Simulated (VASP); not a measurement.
Calculation: vdW-DF2, VASP's PBE PAW potentials (set 64) (plane waves; VASP).

Input for VASP

**KPOINTS**
```
Automatic mesh
0
Gamma
6 6 5
0 0 0
```

INCAR:
```
AGGAC=0.0
ALGO=Normal
EDIFF=1E-7
ENCUT=520
GGA=ML
ISIF=2
ISMEAR=-5
LASPH=T
LCHARG=T
LEFG=T
LMAXMIX=4
LORBIT=11
LREAL=F
LUSE_VDW=T
LWAVE=F
NEDOS=601
NELM=100
PREC=Accurate
SYSTEM=Se
ZAB_VDW=-1.8867
```

### POSCAR
```
Se
1
    2.2548152990    -3.9054546441     0.0000000000
    2.2548152990     3.9054546441     0.0000000000
    0.0000000000     0.0000000000     5.2369820425
Se
3
Direct
  0.0000000000   0.2268205177   0.6666670000
  0.7731794823   0.7731794823   0.0000000000
  0.2268205177   0.0000000000   0.3333330000
```

POTCAR, in this order: Se (PBE.64 set). Program: vasp_std.

Output of the run:

**OSZICAR**
```
       N       E                     dE             d eps       ncg     rms          rms(c)
DAV:   1     0.935706897825E+02    0.93571E+02   -0.71570E+03   702   0.113E+03
DAV:   2     0.170609681784E+01   -0.91865E+02   -0.88919E+02   973   0.174E+02
DAV:   3    -0.497220911101E+01   -0.66783E+01   -0.66299E+01   797   0.550E+01
DAV:   4    -0.504247229405E+01   -0.70263E-01   -0.70168E-01   847   0.669E+00
DAV:   5    -0.504314783377E+01   -0.67554E-03   -0.67550E-03   892   0.657E-01    0.507E+00
DAV:   6    -0.496110961011E+01    0.82038E-01   -0.78554E-02   757   0.209E+00    0.315E+00
DAV:   7    -0.494500501017E+01    0.16105E-01   -0.14445E-01   737   0.285E+00    0.309E-01
DAV:   8    -0.494459539985E+01    0.40961E-03   -0.13440E-02   782   0.859E-01    0.141E-01
DAV:   9    -0.494479736996E+01   -0.20197E-03   -0.55481E-04   907   0.194E-01    0.542E-02
DAV:  10    -0.494490085139E+01   -0.10348E-03   -0.17043E-04   797   0.147E-01    0.124E-02
DAV:  11    -0.494490150402E+01   -0.65263E-06   -0.78246E-06   907   0.215E-02    0.659E-03
DAV:  12    -0.494490066503E+01    0.83899E-06   -0.25268E-06   772   0.119E-02    0.415E-03
DAV:  13    -0.494490053084E+01    0.13418E-06   -0.28457E-07   794   0.426E-03    0.452E-04
DAV:  14    -0.494490050047E+01    0.30370E-07   -0.17828E-08   411   0.124E-03
   1 F= -.49449005E+01 E0= -.49449005E+01  d E =0.000000E+00
```

### OUTCAR
```
------------------------ aborting loop because EDIFF is reached ----------------------------------------
  FORCE on cell =-STRESS in cart. coord.  units (eV):
  Direction    XX          YY          ZZ          XY          YZ          ZX
  --------------------------------------------------------------------------------------
  Total        0.0076384      0.0076384     -0.0186251      0.0000000      0.0000000      0.0000000
  in kB        0.1326844      0.1326844     -0.3235305      0.0000000      0.0000000      0.0000000
  external PRESSURE =      -0.0193872 kB  Pullay stress =       0.0000000 kB
  volume of cell :       92.23
      direct lattice vectors                 reciprocal lattice vectors
     2.254815299 -3.905454644  0.000000000     0.221747653 -0.128026068  0.000000000
     2.254815299  3.905454644  0.000000000     0.221747653  0.128026068  0.000000000
     0.000000000  0.000000000  5.236982043     0.000000000  0.000000000  0.190949671
 POSITION                                       TOTAL-FORCE (eV/Angst)
 -----------------------------------------------------------------------------------
      0.51144      0.88584      3.49132        -0.005867     -0.010162     -0.000000
      3.48675      0.00000      0.00000         0.011734      0.000000     -0.000000
      0.51144     -0.88584      1.74566        -0.005867      0.010162      0.000000
 -----------------------------------------------------------------------------------
    total drift:                               -0.000176     -0.000456      0.000007
  FREE ENERGIE OF THE ION-ELECTRON SYSTEM (eV)
  ---------------------------------------------------
  free  energy   TOTEN  =        -4.9449005005 eV

  energy  without entropy=       -4.9449005005  energy(sigma->0) =       -4.94490050

 total charge

# of ion       s       p       d       tot
------------------------------------------
    1        1.523   2.131   0.039   3.692
    2        1.523   2.131   0.039   3.692
    3        1.523   2.131   0.039   3.692
--------------------------------------------------
tot          4.570   6.392   0.116  11.077

 Electric field gradients after diagonalization (V/A^2)
 (convention: |V_zz| > |V_xx| > |V_yy|)
----------------------------------------------------------------------
 ion       V_xx      V_yy      V_zz     asymmetry (V_yy - V_xx)/ V_zz
----------------------------------------------------------------------
   1     343.094   190.275  -533.369       0.287
   2     343.094   190.275  -533.369       0.287
   3     343.094   190.275  -533.369       0.287
```
(Selected blocks of OUTCAR.)

The compound is Se in the trig structure. It was relaxed first, which changed the volume by +13 %.
